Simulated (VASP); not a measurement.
Here is a VASP 6.6.1 calculation.

POSCAR

```
H8CS2O
1.0
    6.0384300000      0.0000000000      0.0000000000
    0.0000000000      6.0384300000      0.0000000000
    0.0000000000      0.0000000000      6.0384300000
C O H S
3 3 24 6
Direct
    0.9714445642      0.8361444945      0.5128650990
    0.6188529138      0.4200760794      0.8089188746
    0.0683952617      0.2081501317     -0.0825711319
    1.0848018442      0.6459626095      0.5138256136
    0.6055216339      0.3205137759      1.0228486544
    0.2193285341      0.2193119735     -0.2478458805
    1.0362627372      0.9390851596      0.3984976227
    1.0742693051      0.6146796435      0.6665639910
    0.7962997004      0.8146985226      0.4591259649
    0.9806522556      0.9158009615      0.6807233006
    0.4751069400      0.3646312038      0.7338662533
    0.6866023122      0.4052046641      1.1351791774
    0.6219331846      0.5854336309      0.8340578594
    0.7723033967      0.3841230254      0.7056801188
   -0.0875889925      0.2834180408     -0.1370223717
    0.3189570799      0.0929049438     -0.2373464626
    0.0593366156      0.0398779153     -0.0154179149
    0.1346707671      0.2986206680      0.0597009488
    0.3523432415      0.8208259432      0.7480918053
    0.2893467342      0.4917337785      0.7837964504
    0.5236626077     -0.0720054716      0.1791359675
    0.4368519632      0.2279069228      0.1662849449
    0.8865880701      0.6875959480     -0.0951903061
    0.6375663873      0.6720621089      0.0843596763
    0.3388132346      0.7202700040      0.4257232426
    0.3725140475      0.3793204525      0.4838012530
    0.9241640625      0.4593909344      0.2519197871
    0.8851804194      0.1479523651      0.2493860159
    0.6841513440      1.1158695224      0.6117152969
    0.6272325754      0.8083889355      0.6181904899
    0.2547847702      0.6883080536      0.8902645224
    0.3585700257      0.0418817474      0.2496509854
    0.8445572773      0.7301401192      0.1132247952
    0.4961554576      0.5544653163      0.4243321526
    0.9790293172      0.2877734775      0.3941918678
    0.6111522366      0.9731834268      0.7667390365
```

INCAR.step1

```
SYSTEM = H8CS2O
ALGO = Normal
EDIFF = 1E-4
ENCUT = 520
GGA = PE
ISMEAR = -1
LASPH = .TRUE.
LCHARG = .FALSE.
LREAL = Auto
LWAVE = .TRUE.
NBANDS = 69
NELM = 100
PREC = Accurate
SIGMA = 0.02
```

File INCAR.step2:

```
SYSTEM = H8CS2O
ALGO = Normal
EDIFF = 1E-6
ENCUT = 520
ISIF = 2
ISMEAR = -1
ISTART = 1
IVDW = 12
LASPH = .TRUE.
LCHARG = .TRUE.
LELF = .TRUE.
LMIXTAU = .TRUE.
LREAL = Auto
LVHAR = .TRUE.
LWAVE = .FALSE.
METAGGA = R2SCAN
NBANDS = 69
NELM = 100
PREC = Accurate
SIGMA = 0.02
VDW_A1 = 0.49484001
VDW_A2 = 5.73083694
VDW_S6 = 1.0
VDW_S8 = 0.78981345
```

The input KPOINTS:

```
k-points
0
G
  1 1 1
  0 0 0
```

Potentials or basis: VASP PAW PBE potentials, release 64 (C, O, H, S).

Run with:

```sh
$ cat potpaw_PBE.64/C/POTCAR potpaw_PBE.64/O/POTCAR potpaw_PBE.64/H/POTCAR potpaw_PBE.64/S/POTCAR > POTCAR
$ cp INCAR.step1 INCAR
$ mpirun -np 1 vasp_gam > vasp.out
$ cp INCAR.step2 INCAR
$ mpirun -np 1 vasp_gam > vasp.out
```

Q: Estimate the pressure.

A: 37.8 GPa.

Q: What does it give for the band gap on the k mesh?

A: 4.30 eV, direct.

Forces in eV/Å, atoms in the order of the input:
```
C   -2.021  1.215  1.903
C    2.532 -1.229  0.519
C   -0.371  0.622  1.428
O   -1.194 -0.342 -1.890
O    1.405  0.523 -0.869
O   -0.633  0.075 -1.478
H    1.177  1.460 -1.556
H    0.279 -1.249  1.442
H    1.031 -0.156  0.361
H   -0.067 -0.253 -1.287
H    0.177 -0.566 -0.258
H   -0.279 -0.306 -0.499
H   -0.413  1.684 -0.052
H   -1.401 -0.005  0.720
H    0.903 -0.817  0.360
H    0.819  0.064 -0.219
H   -0.393  0.365 -0.488
H   -0.398  0.263 -0.487
H   -0.077 -0.079 -0.459
H   -0.429  0.786  0.790
H    1.157 -0.500 -0.385
H   -0.079  0.490 -0.428
H    0.002  0.013  0.074
H   -0.546  0.460  0.452
H    0.580 -0.915 -0.146
H   -0.282  0.274 -0.337
H    0.371 -0.313  0.568
H   -0.042 -0.416  0.222
H    0.056 -0.280  0.070
H   -0.506  0.167  0.547
S   -0.188 -1.631  2.597
S   -1.419 -1.328  1.961
S    0.347  0.208 -0.433
S    0.699  0.617 -1.391
S   -1.246 -0.110 -0.456
S    0.448  1.209 -0.897
```

Caveat: a pressure of tens of GPa on the cell as given is suspect, and the run, the potentials or the cell itself is likely at fault; the PAW data sets were made with another functional, which shifts forces and pressure a little. r2SCAN opens gaps a little over a GGA but as a rule still falls short of measured ones.
